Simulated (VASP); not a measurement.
Level of theory: PBEsol GGA, VASP's PBE PAW potentials (set 64) (plane waves; VASP).

VASP input:

**POSCAR**
```
ReSe2
1
    1.5826103453     0.9137201971     6.6670822531
   -1.5826103453     0.9137201971     6.6670822531
    0.0000000000    -1.8274413620     6.6670822567
Re Se
1 2
Direct
  0.0002007381   0.0002007381   0.0002007381
  0.7538313883   0.7538313883   0.7538313884
  0.5792678735   0.5792678735   0.5792678735
```

**KPOINTS**
```
K-points
0
G
10 10 10
```

### INCAR
```
# general
SYSTEM  = ReSe2
PREC    = Accurate
ENCUT   = 400
LREAL   = F
LASPH   = T

# electronic loop
EDIFF   = 1E-6
NELM    = 100   # most electronic steps
ALGO    = Normal
LMAXMIX = 6   # l cut-off of mixed one-centre charges

# smearing
ISMEAR  = 1   # Methfessel-Paxton
SIGMA   = 0.1   # width (eV)

# functional
GGA     = PS

# ions
IBRION  = 2
NSW     = 60   # most ionic steps
ISIF    = 3   # ions, shape and volume
EDIFFG  = -0.02

# output
LWAVE   = F
LCHARG  = F
```

POTCAR, in this order: Re Se (PBE.64 set). Program: vasp_std.

### Question
What will the output report for the number of irreducible k-points (NKPTS), number of bands (NBANDS), largest plane-wave count, number of space-group operations, FFT grid (NGX, NGY, NGZ)?

### Answer

The number of irreducible k-points (NKPTS) comes out as 116 and the number of bands (NBANDS) is 13. The largest plane-wave count is 1065 and the number of space-group operations is 6. The FFT grid (NGX, NGY, NGZ) is 48 × 48 × 48.

The structure was generated: ReSe2 was put into the 3R-MoS2 type (R3m), which need not be its known phase. This run relaxes it. Symmetry was kept, so distortions that lower it aren't found. The start is the result of an earlier pass. The electron count is odd and the run is not spin-polarised, which forces a metal.
